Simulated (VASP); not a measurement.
Set up this calculation in VASP 6.6.1, as the native input.

```yaml
Task: relaxation of cell and atoms
Functional: PBE
Potentials_or_basis: VASP PAW PBE potentials, release 64 (Al, B, P)
Cutoff: 520 eV
k_mesh: 4 × 4 × 2
Occupations: gaussian, width 0.15 eV
Spin: no spin polarisation
Further_INCAR_settings: PREC = Normal; ALGO = Fast; EDIFF = 0.0001; IBRION = 2; EDIFFG = -0.08; NSW = 24; ISIF = 3
```

The structure of Al4B3P lies in POSCAR:

```
Al4B3P
1.0
    3.4156256700      0.0000000000      0.0000000000
    0.0000000000      3.4156256700      0.0000000000
    0.0000000000      0.0000000000      8.2611436900
Al B P
4 3 1
Direct
    0.0000000000      0.5000000000      0.1614600000
    0.5000000000      0.0000000000      0.1614600000
    0.0000000000      0.5000000000      0.8385400000
    0.5000000000      0.0000000000      0.8385400000
    0.5000000000      0.5000000000      0.0000000000
    0.0000000000      0.0000000000      0.3010900000
    0.0000000000      0.0000000000      0.6989100000
    0.5000000000      0.5000000000      0.5000000000
```

The cell was built by a generator and needn't be a form met in nature.

These files were run (other wordings do the same):

INCAR

```
SYSTEM = Al4B3P
  PREC = Normal
  ENCUT = 520
  EDIFF = 1E-4
  ISMEAR = 0
  SIGMA = 0.15
  LREAL = .False.
  LASPH = .True.
  NELM = 60
  ALGO = Fast
  ISIF = 3
  LWAVE = .False.
  LCHARG = .False.
  GGA = PE
  IBRION = 2
  NSW = 24
  EDIFFG = -0.08
  KPAR = 4
```

KPOINTS

```
Automatic mesh
0
Gamma
  4 4 2
  0 0 0
```

Potentials or basis: VASP PAW PBE potentials, release 64 (Al, B, P).

The run is started by

```sh
$ cat potpaw_PBE.64/Al/POTCAR potpaw_PBE.64/B/POTCAR potpaw_PBE.64/P/POTCAR > POTCAR
$ mpirun -np 4 vasp_std > vasp.out
```

It gave:

```
Relaxed volume                         : 12.65 Å³/atom
Relaxed cell                           : a = 4.044 Å, b = 4.044 Å, c = 6.191 Å, α = 90.00°, β = 90.00°, γ = 90.00°
Space group after relaxing (to 0.05 Å) : P4/mmm (No. 123)
Energy gained by relaxing              : 588.9 meV/atom
Ionic steps                            : 22
Pressure after relaxing                : -0.2 GPa
Largest force after relaxing           : 0.042 eV/Å
Band gap on the k mesh                 : none (metal or under the smearing width)
```

Caveat: the k mesh is coarse (spacing up to 0.46 Å⁻¹), so the values aren't converged; the relaxation stopped at a loose force limit of 0.08 eV/Å, so its end isn't a converged minimum.

Run time: 24 s on 4 MPI ranks on Intel(R) Xeon(R) 6975P-C (Granite Rapids), on a shared host, peak memory 0.18 GiB a rank.
